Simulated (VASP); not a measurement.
A VASP calculation is set up with these files.

KPOINTS:
```
Automatic
0
G
  5 5 3
0 0 0
```

### POSCAR
```
Mg3Sb2
1.0
  2.2872148895  -3.9615725567   0.0000000000
  2.2872148895   3.9615725567   0.0000000000
  0.0000000000   0.0000000000   7.1283596687
Mg Sb
3 2
Cart
  0.0000000000   0.0000000000   0.0000000000
  2.2872148895   1.3205268266   4.5181776838
  2.2872148895  -1.3205268266   2.6101819849
  2.2872148895   1.3205268266   1.5997286909
  2.2872148895  -1.3205268266   5.5286309778
```

**INCAR**
```
LREAL = F   ! projection in real space or not
ENCUT = 400   ! plane-wave cut-off (eV)
GGA = PS
ALGO = Normal   ! blocked Davidson
PREC = Accurate
EDIFFG = -0.02   ! ionic stop
LASPH = T
ISMEAR = 0   ! Gaussian
SIGMA = 0.05   ! width (eV)
NELM = 100
EDIFF = 1E-6   ! SCF stop (eV)
NSW = 60   ! most ionic steps
LWAVE = F
IBRION = 2   ! conjugate gradients
LCHARG = F
ISIF = 3
SYSTEM = Mg3Sb2
LMAXMIX = 4   ! l cut-off of mixed one-centre charges
```

POTCAR, in this order: Mg Sb (PBE.64 set). Program: vasp_std.

Problem. Translate this PBEsol calculation to Quantum ESPRESSO's pw.x.

Solution. One equivalent input (not run):
```
&CONTROL
  calculation = 'vc-relax'
  pseudo_dir = './pseudo'
  outdir = './out'
  tprnfor = .true.
  tstress = .true.
  nstep = 60
  forc_conv_thr = 0.00078
/
&SYSTEM
  ibrav = 0
  nat = 5
  ntyp = 2
  ecutwfc = 84
  occupations = 'smearing'
  smearing = 'gaussian'
  degauss = 0.003675
  input_dft = 'pbesol'
/
&ELECTRONS
  conv_thr = 7.3e-08
  electron_maxstep = 100
/
&IONS
/
&CELL
/
ATOMIC_SPECIES
  Mg 24.305 Mg.upf
  Sb 121.760 Sb.upf
CELL_PARAMETERS angstrom
     2.2872149   -3.9615726   -0.0000000
     2.2872149    3.9615726    0.0000000
     0.0000000   -0.0000000    7.1283597
ATOMIC_POSITIONS crystal
  Mg   0.0000000  0.0000000  0.0000000
  Mg   0.3333330  0.6666670  0.6338313
  Mg   0.6666670  0.3333330  0.3661687
  Sb   0.3333330  0.6666670  0.2244175
  Sb   0.6666670  0.3333330  0.7755825
K_POINTS automatic
  5 5 3 0 0 0
```
Limits of the translation: the potentials are each code's own (VASP's PAW set, PseudoDojo norm-conserving files in pw.x), so ENCUT and ecutwfc are chosen apart and not converted; conv_thr bounds pw.x's estimated SCF error, while EDIFF bounds the energy change between steps; forc_conv_thr acts on force components and is met together with etot_conv_thr.

The compound is Mg3Sb2 in the a-la2o3 structure. This run relaxes it. Symmetry was kept, so distortions that lower it aren't found. The start is the result of an earlier pass.
